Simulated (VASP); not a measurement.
The system is La2Ir.

```
La Ir
1.0
     4.77119    0.00000    0.00000
    -2.38560    4.13197    0.00000
     0.00000    0.00000    4.12727
La Ir
2 1
Direct
  0.66667 0.33333 0.00000
  0.33333 0.66667 0.00000
  0.00000 0.00000 0.00000
```

The cell was built by a generator and needn't be a form met in nature.

The cell isn't the ideal one: random cell by space group and Wyckoff sites (P6/mmm, No. 191).

| Quantity | Value |
| --- | --- |
| Program | VASP 6.6.1 |
| Task | relaxation of cell and atoms |
| Functional | PBE |
| Potentials or basis | VASP PAW PBE potentials, release 64 (La, Ir) |
| Cutoff | 600 eV |
| k mesh | 6 × 6 × 4 |
| Occupations | gaussian, width 0.1 eV |
| Spin | no spin polarisation |

At the start: pressure 20.0 GPa; volume 27.12 Å³/atom.

Problem. How do energy, volume and symmetry change on relaxing?

Solution. Over 14 steps the energy falls by 751.7 meV/atom and the volume is 24.78 Å³/atom (-8.6 %); space group P6/mmm (No. 191, to 0.05 Å).

The path:
| step | energy change (eV) | largest force (eV/Å) | pressure (GPa) | volume (Å³) |
| --- | --- | --- | --- | --- |
| 1 | 0.0000 | 0.0000 | 19.95 | 81.37 |
| 2 | 0.1837 | 0.0000 | -9.26 | 125.64 |
| 3 | -1.2659 | 0.0000 | -2.30 | 98.67 |
| 4 | -1.2742 | 0.0000 | -1.57 | 97.55 |
| 5 | -1.2752 | 0.0000 | -1.17 | 96.97 |
| 6 | -1.3335 | 0.0000 | -1.26 | 94.39 |
| 7 | -1.5858 | 0.0000 | -2.02 | 86.60 |
| 8 | -2.1645 | 0.0000 | 3.90 | 70.70 |
| 9 | -2.0478 | 0.0000 | -2.17 | 79.10 |
| 10 | -2.2350 | 0.0000 | -0.23 | 74.90 |
| 11 | -2.2510 | 0.0000 | 0.85 | 73.78 |
| 12 | -2.2513 | 0.0000 | 1.09 | 73.30 |
| 13 | -2.2241 | 0.0000 | -2.81 | 77.38 |
| 14 | -2.2550 | 0.0000 | 0.01 | 74.33 |

Final structure:
```xyz
3
Lattice="5.3010 0.0000 0.0000 -2.6505 4.5908 0.0000 0.0000 0.0000 3.0543" Properties=species:S:1:pos:R:3 pbc="T T T"
La    2.6505    1.5303    0.0000
La    0.0000    3.0605    0.0000
Ir    0.0000    0.0000    0.0000
```

Caveat: the k mesh is coarse (spacing up to 0.38 Å⁻¹), so the values aren't converged.
